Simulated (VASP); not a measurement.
# WS2 (Tungstenite): lattice, stiffness and zone-centre modes

What lattice, stiffness and vibrations does WS2 (Tungstenite) have at one level of theory? The starting structure is a measured crystal structure from the Crystallography Open Database. All runs use PBEsol + D3(BJ).

Program: VASP 6.6.1. Level of theory: Kohn-Sham DFT with plane waves and PAW; PBEsol + D3(BJ). Results are calculated unless marked as measured.

### Step 1. Starting point

Symmetry: P6_3/mmc, No. 194, hexagonal system. Conventional cell: a = 3.153 Å, b = 3.153 Å, c = 12.323 Å, α = 90.00°, β = 90.00°, γ = 120.00°. W has 6 S at 2.40 Å nearest. Nearest to S lie 3 W at 2.40 Å. Farther neighbours and most contacts between anions are not listed.

Coordinates:

```xyz
6
Lattice="3.1532 0.0000 0.0000 -1.5766 2.7308 0.0000 0.0000 0.0000 12.3230" Properties=species:S:1:pos:R:3 pbc="T T T"
W     1.5766    0.9103    9.2423
W     0.0000    1.8205    3.0808
S     1.5766    0.9103    4.6519
S     0.0000    1.8205   10.8134
S     1.5766    0.9103    1.5096
S     0.0000    1.8205    7.6711
```

### Step 2. Relaxation

This run starts from the cell of an earlier relaxation, which isn't shown; the restart sets up the plane waves anew.

File INCAR:

```
SYSTEM = WS2
PREC = Accurate
ENCUT = 500
EDIFF = 1E-07
NELM = 100
ISMEAR = 0
SIGMA = 0.03
LREAL = .FALSE.
ALGO = Normal
GGA = PS
IVDW = 12
NBANDS = 24
LASPH = .TRUE.
LORBIT = 11
LWAVE = .FALSE.
LCHARG = .FALSE.
KPAR = 8
IBRION = 2
NSW = 50
ISIF = 3
EDIFFG = -0.002
```

File POSCAR:

```
WS2
1.0
    3.1113113498      0.0000000000      0.0000000000
   -1.5556556749      2.6944746680      0.0000000000
    0.0000000000      0.0000000000     11.7755833792
W S
2 4
Direct
    0.6666666667      0.3333333333      0.7500000000
    0.3333333333      0.6666666667      0.2500000000
    0.6666666667      0.3333333333      0.3835709273
    0.3333333333      0.6666666667      0.8835709273
    0.6666666667      0.3333333333      0.1164290727
    0.3333333333      0.6666666667      0.6164290727
```

File KPOINTS:

```
Automatic mesh
0
Gamma
9 9 2
0 0 0
```

The projector-augmented-wave data sets are W and S (PBE family, release 64).

Started as:

```sh
> mpirun -np 8 vasp_std
```

What it wrote:

```text
[banner, memory and clock lines left out]
running    8 mpi-ranks, on    1 nodes
 distrk:  each k-point on    1 cores,    8 groups
 distr:  one band on    1 cores,    1 groups

 POSCAR found type information on POSCAR W S
 POSCAR found :  2 types and       6 ions
|                                                                             |
|           W    W    AA    RRRRR   N    N  II  N    N   GGGG   !!!           |
|           W    W   A  A   R    R  NN   N  II  NN   N  G    G  !!!           |
|           W    W  A    A  R    R  N N  N  II  N N  N  G       !!!           |
|           W WW W  AAAAAA  RRRRR   N  N N  II  N  N N  G  GGG   !            |
|           WW  WW  A    A  R   R   N   NN  II  N   NN  G    G                |
|           W    W  A    A  R    R  N    N  II  N    N   GGGG   !!!           |
|                                                                             |
|     For optimal performance we recommend to set                             |
|       NCORE = 2 up to number-of-cores-per-socket                            |
|     NCORE specifies how many cores store one orbital (NPAR=cpu/NCORE).      |
|     This setting can greatly improve the performance of VASP for DFT.       |
|     The default, NCORE=1 might be grossly inefficient on modern             |
|     multi-core architectures or massively parallel machines. Do your        |
|     Unfortunately you need to use the default for GW and RPA                |
|     calculations (for HF NCORE is supported but not extensively tested      |
|     yet).                                                                   |
|                                                                             |

|                                                                             |
|               ----> ADVICE to this user running VASP <----                  |
|                                                                             |
|     You enforced a specific xc type in the INCAR file but a different       |
|     [... a line on the potential file left out ...]
|     I HOPE YOU KNOW WHAT YOU ARE DOING!                                     |
|                                                                             |

 LDA part: xc-table for (Slater+PW92), standard interpolation
 POSCAR, INCAR and KPOINTS ok, starting setup
 FFT: planning ... GRIDC
 FFT: planning ... GRID_SOFT
 FFT: planning ... GRID
 WAVECAR not read
 entering main loop
       N       E                     dE             d eps       ncg     rms          rms(c)
DAV:   1     0.182592083588E+03    0.18259E+03   -0.16144E+04  1152   0.130E+03
DAV:   2    -0.382101864323E+02   -0.22080E+03   -0.21338E+03  1552   0.285E+02
DAV:   3    -0.527913427073E+02   -0.14581E+02   -0.14451E+02  1584   0.689E+01
DAV:   4    -0.531016331482E+02   -0.31029E+00   -0.30966E+00  1536   0.113E+01
DAV:   5    -0.531092726263E+02   -0.76395E-02   -0.76336E-02  1632   0.158E+00    0.430E+01
DAV:   6    -0.509871295141E+02    0.21221E+01   -0.85013E+00  1736   0.147E+01    0.197E+01
DAV:   7    -0.507035236445E+02    0.28361E+00   -0.32465E+00  1512   0.101E+01    0.885E+00
DAV:   8    -0.505720845931E+02    0.13144E+00   -0.48039E-01  1584   0.453E+00    0.143E+00
DAV:   9    -0.505673746947E+02    0.47099E-02   -0.70915E-02  1584   0.147E+00    0.624E-01
DAV:  10    -0.505652286103E+02    0.21461E-02   -0.16896E-02  1640   0.747E-01    0.317E-01
DAV:  11    -0.505651109740E+02    0.11764E-03   -0.19113E-03  1576   0.262E-01    0.943E-02
DAV:  12    -0.505650778461E+02    0.33128E-04   -0.35144E-04  1584   0.123E-01    0.599E-02
DAV:  13    -0.505650799786E+02   -0.21325E-05   -0.22988E-05  1592   0.277E-02    0.132E-02
DAV:  14    -0.505650790743E+02    0.90425E-06   -0.29877E-06  1688   0.915E-03    0.551E-03
DAV:  15    -0.505650792916E+02   -0.21730E-06   -0.41904E-07  1472   0.385E-03    0.489E-03
DAV:  16    -0.505650793428E+02   -0.51155E-07   -0.32384E-08  1024   0.106E-03
   1 F= -.53067415E+02 E0= -.53067415E+02  d E =-.530674E+02
 curvature:   0.00 expect dE= 0.000E+00 dE for cont linesearch  0.000E+00
 trial: gam= 0.00000 g(F)=  0.176E-06 g(S)=  0.917E-06 ort = 0.000E+00 (trialstep = 0.100E+01)
 search vector abs. value=  0.109E-05
 reached required accuracy - stopping structural energy minimisation
```

It took 8 s on 8 MPI ranks of Intel Xeon 6975P-C (Granite Rapids), shared host; peak memory 2.1 GiB; 59 s of CPU time.

Lines that name or quote the potential files are left out of all logs, and their timing lines are given in words.

Parts of OUTCAR (step 2):

```text
ion  position               nearest neighbor table
   1  0.667  0.333  0.750-   4 2.39   6 2.39   4 2.39   6 2.39   4 2.39   6 2.39
   2  0.333  0.667  0.250-   3 2.39   5 2.39   3 2.39   5 2.39   3 2.39   5 2.39
   3  0.667  0.333  0.384-   2 2.39   2 2.39   2 2.39
   4  0.333  0.667  0.884-   1 2.39   1 2.39   1 2.39
   5  0.667  0.333  0.116-   2 2.39   2 2.39   2 2.39
   6  0.333  0.667  0.616-   1 2.39   1 2.39   1 2.39

  LATTYP: Found a hexagonal cell.
 ALAT       =     3.1113113498
 C/A-ratio  =     3.7847653466

 Subroutine GETGRP returns: Found 24 space group operations
 (whereof 12 operations were pure point group operations)

The static configuration has the point symmetry D_3d.
 The point group associated with its full space group is D_6h.

 Found     24 irreducible k-points:

   k-points           NKPTS =     24   k-points in BZ     NKDIM =     24   number of bands    NBANDS=     24

   dimension x,y,z NGX =    24 NGY =   24 NGZ =   90
   dimension x,y,z NGXF=    48 NGYF=   48 NGZF=  180

   ENCUT  =  500.0 eV  36.75 Ry    6.06 a.u.   5.67  5.67 21.47*2*pi/ulx,y,z

   NELECT =      36.0000    total number of electrons

 k-points in reciprocal lattice and weights: Automatic mesh
   0.00000000  0.00000000  0.00000000       0.006
   0.11111111  0.00000000  0.00000000       0.037
   0.22222222  0.00000000  0.00000000       0.037
   0.33333333  0.00000000  0.00000000       0.037
   0.44444444  0.00000000  0.00000000       0.037
   0.11111111  0.11111111  0.00000000       0.037
   0.22222222  0.11111111  0.00000000       0.074
   0.33333333  0.11111111  0.00000000       0.074
   0.44444444  0.11111111  0.00000000       0.037
[...]
0.33333333  0.22222222  0.50000000       0.074
   0.33333333  0.33333333  0.50000000       0.012

 average (electrostatic) potential at core
       1 -38.6684       2 -38.6684       3 -84.9419       4 -84.9419       5 -84.9419
       6 -84.9419

 E-fermi :   7.4703

 k-point     1 :       0.0000    0.0000    0.0000
  band No.  band energies     occupation
    ...
     14       5.0682      2.00000
     15       5.0682      2.00000
     16       5.7129      2.00000
     17       6.0668      2.00000
     18       7.3031      2.00000
     19       9.5506      0.00000
     20       9.5507      0.00000
     21       9.5752      0.00000
     22       9.5752      0.00000
     23       9.5952      0.00000
    ...

 k-point     2 :       0.1111    0.0000    0.0000
  band No.  band energies     occupation
    ...
     14       4.7397      2.00000
     15       5.0071      2.00000
     16       5.7613      2.00000
     17       6.1153      2.00000
     18       6.7938      2.00000
     19       9.2539      0.00000
     20       9.3307      0.00000
     21       9.4272      0.00000
     22       9.5432      0.00000
     23       9.5825      0.00000
    ...

 k-point     3 :       0.2222    0.0000    0.0000
  band No.  band energies     occupation
    ...
     14       4.5233      2.00000
     15       4.6071      2.00000
     16       5.5600      2.00000
     17       5.5836      2.00000
     18       5.7460      2.00000
     19       8.5136      0.00000
     20       9.0231      0.00000
     21       9.4400      0.00000
     22       9.5376      0.00000
     23       9.5852      0.00000
    ...

 Edisp (eV)   -2.50234

  Total      -0.00591    -0.00591    -0.00665     0.00000    -0.00000     0.00000
  in kB      -0.09592    -0.09592    -0.10792     0.00000    -0.00000     0.00000
  external pressure =       -0.10 kB  Pullay stress =        0.00 kB

  energy-cutoff  :      500.00
  volume of cell :       98.72
      direct lattice vectors                 reciprocal lattice vectors
     3.111311350  0.000000000  0.000000000     0.321407885  0.185564929  0.000000000
    -1.555655675  2.694474668  0.000000000     0.000000000  0.371129858  0.000000000
     0.000000000  0.000000000 11.775583379     0.000000000  0.000000000  0.084921483

 POSITION                                       TOTAL-FORCE (eV/Angst)
 -----------------------------------------------------------------------------------
      1.55566      0.89816      8.83169         0.000000     -0.000000      0.000000
     -0.00000      1.79632      2.94390        -0.000000     -0.000000      0.000000
      1.55566      0.89816      4.51677         0.000000     -0.000000      0.000954
     -0.00000      1.79632     10.40456        -0.000000      0.000000      0.000954
      1.55566      0.89816      1.37102         0.000000     -0.000000     -0.000954
     -0.00000      1.79632      7.25881        -0.000000      0.000000     -0.000954
 -----------------------------------------------------------------------------------
    total drift:                               -0.000000      0.000000     -0.000000

  FREE ENERGIE OF THE ION-ELECTRON SYSTEM (eV)
  ---------------------------------------------------
  free  energy   TOTEN  =       -53.0674150147 eV

  energy  without entropy=      -53.0674150147  energy(sigma->0) =      -53.06741501

 reached required accuracy - stopping structural energy minimisation

 total charge
# of ion       s       p       d       tot
------------------------------------------
    1        0.578   0.750   4.369   5.697
    2        0.578   0.750   4.369   5.697
    3        1.356   2.352   0.000   3.708
    4        1.356   2.352   0.000   3.708
    5        1.356   2.352   0.000   3.708
    6        1.356   2.352   0.000   3.708
--------------------------------------------------
tot          6.581  10.907   8.737  26.225

[... 3 further parts left out ...]
```

CONTCAR:

```
WS2
   1.00000000000000
     3.1113113497999998    0.0000000000000000    0.0000000000000000
    -1.5556556748999999    2.6944746679999998    0.0000000000000000
     0.0000000000000000    0.0000000000000000   11.7755833792000004
  W               S
     2     4
Direct
     0.6666666667000030    0.3333333332999970    0.7500000000000000
     0.3333333332999970    0.6666666667000030    0.2500000000000000
     0.6666666667000030    0.3333333332999970    0.3835709272999992
     0.3333333332999970    0.6666666667000030    0.8835709272999992
     0.6666666667000030    0.3333333332999970    0.1164290727000008
     0.3333333332999970    0.6666666667000030    0.6164290727000008
```

The PAW data sets were made with PBE, which is usual practice but a small mismatch for other functionals. The data set W keeps the semicore shell frozen, which is cheaper and a little less accurate. The run keeps the 24 symmetry operations of its start, so it cannot find a distortion of lower symmetry.

The relaxed cell holds 16.453 Å³ an atom, with a = 3.111 Å (-1.3 % against the database cell) and c = 11.776 Å (-4.4 % against the database cell). Pressures at 0.985 and 1.015 times this volume, from two more relaxations that aren't shown, give a bulk modulus of 71.1 GPa.

### Step 3. Elastic constants

File INCAR:

```
SYSTEM = WS2
PREC = Accurate
ENCUT = 700
EDIFF = 1E-08
NELM = 100
ISMEAR = 0
SIGMA = 0.03
LREAL = .FALSE.
ALGO = Normal
GGA = PS
IVDW = 12
NBANDS = 24
LASPH = .TRUE.
LORBIT = 11
LWAVE = .FALSE.
LCHARG = .FALSE.
KPAR = 8
IBRION = 6
NFREE = 2
POTIM = 0.015
ISIF = 3
NSW = 1
```

POSCAR is that of step 2.

KPOINTS is that of step 2.

Started as:

```sh
> mpirun -np 8 vasp_std
```

What it wrote:

```text
[banner, memory and clock lines left out]
running    8 mpi-ranks, on    1 nodes
[...]
[... a notice as in an earlier step ...]

 [... a notice as in an earlier step ...]

 LDA part: xc-table for (Slater+PW92), standard interpolation
 POSCAR, INCAR and KPOINTS ok, starting setup
[...]
entering main loop
       N       E                     dE             d eps       ncg     rms          rms(c)
DAV:   1     0.229344742613E+03    0.22934E+03   -0.19454E+04  1152   0.170E+03
DAV:   2    -0.326590310121E+02   -0.26200E+03   -0.25302E+03  1472   0.332E+02
DAV:   3    -0.526838347770E+02   -0.20025E+02   -0.19858E+02  1592   0.816E+01
DAV:   4    -0.531024061673E+02   -0.41857E+00   -0.41722E+00  1544   0.134E+01
[...]
DAV:  15    -0.505690598983E+02   -0.25270E-06   -0.38299E-07  1472   0.371E-03    0.470E-03
DAV:  16    -0.505690599529E+02   -0.54533E-07   -0.34808E-08  1416   0.105E-03    0.185E-03
DAV:  17    -0.505690599491E+02    0.37544E-08   -0.11211E-08   992   0.607E-04
[...]
2 F= -.53049513E+02 E0= -.53049513E+02  d E =-.214883E-13
   3 F= -.53046571E+02 E0= -.53046571E+02  d E =-.129391E-12
   4 F= -.53049439E+02 E0= -.53049439E+02  d E =-.718778E-17
   5 F= -.53046662E+02 E0= -.53046662E+02  d E =-.909423E-20
   6 F= -.53046329E+02 E0= -.53046329E+02  d E =-.244332E-11
   7 F= -.53044097E+02 E0= -.53044097E+02  d E =-.497095E-13
   8 F= -.53062972E+02 E0= -.53062972E+02  d E =-.181733E-13
   9 F= -.53062972E+02 E0= -.53062972E+02  d E =-.181665E-13
  10 F= -.53058557E+02 E0= -.53058557E+02  d E =-.572195E-17
  11 F= -.53058557E+02 E0= -.53058557E+02  d E =-.572081E-17
  12 F= -.53058556E+02 E0= -.53058556E+02  d E =-.673004E-17
  13 F= -.53058556E+02 E0= -.53058556E+02  d E =-.672756E-17
  14 F= -.53068803E+02 E0= -.53068803E+02  d E =-.112437E-17
  15 F= -.53068803E+02 E0= -.53068803E+02  d E =-.111540E-17
  16 F= -.53067485E+02 E0= -.53067485E+02  d E =-.684766E-17
  17 F= -.53067485E+02 E0= -.53067485E+02  d E =-.684211E-17
  18 F= -.53070135E+02 E0= -.53070135E+02  d E =-.213680E-17
  19 F= -.53070135E+02 E0= -.53070135E+02  d E =-.213655E-17
  20 F= -.53069199E+02 E0= -.53069199E+02  d E =-.561883E-16
  21 F= -.53069134E+02 E0= -.53069134E+02  d E =-.337451E-18
 Finite differences progress:
  Degree of freedom:  10/ 10
  Displacement:        2/  2
  Total:              20/ 20
```

It took 5.8 min on 8 MPI ranks; peak memory 5.5 GiB.

From OUTCAR (step 3):

```text
 Edisp (eV)   -2.50257

 Edisp (eV)   -2.50210

  Total       0.23664     0.23664     0.50494     0.00000     0.00000    -0.00000
  in kB       3.84052     3.84052     8.19499     0.00000     0.00000    -0.00000
  external pressure =        5.29 kB  Pullay stress =        0.00 kB

 POSITION                                       TOTAL-FORCE (eV/Angst)
 -----------------------------------------------------------------------------------
      1.55566      0.89816      8.83169         0.000000     -0.000000     -0.001597
     -0.00000      1.79632      2.94390         0.000000     -0.000000     -0.261427
      1.55566      0.89816      4.50177        -0.000000     -0.000000      0.303416
     -0.00000      1.79632     10.40456        -0.000000      0.000000      0.000916
      1.55566      0.89816      1.37102         0.000000     -0.000000     -0.031905
     -0.00000      1.79632      7.25881        -0.000000     -0.000000     -0.009403
 -----------------------------------------------------------------------------------
    total drift:                                0.000000     -0.000000      0.000108

  FREE ENERGIE OF THE ION-ELECTRON SYSTEM (eV)
  ---------------------------------------------------
  free  energy   TOTEN  =       -53.0691337231 eV

  energy  without entropy=      -53.0691337231  energy(sigma->0) =      -53.06913372

[... 1 part as in an earlier step ...]

[... 2 further parts left out ...]
[key lines of the parts left out:]
E-fermi :   7.4859
```

The last energy, forces and stress in OUTCAR belong to the last displaced cell, not to that of POSCAR.

The elastic tensor has C11 = 280.4, C12 = 57.1, C44 = 35.2 GPa, among others; its Hill averages are a bulk modulus of 82.9 and a shear modulus of 64.6 GPa.

(Part 1 of 2 ends here.)

[Lines on the potential files, build, host, timing and source positions are cut from VASP's logs without a mark.]

[Logs are printed without paths, hosts, clocks, repeated set-up lines and the standing remarks that a program may print on its own settings, such as how far it seeks lower states.]

[Hosts, paths, dates, database ids (printed as entryN), source tags and the programs' standing remarks are cut or masked in the printed files.]
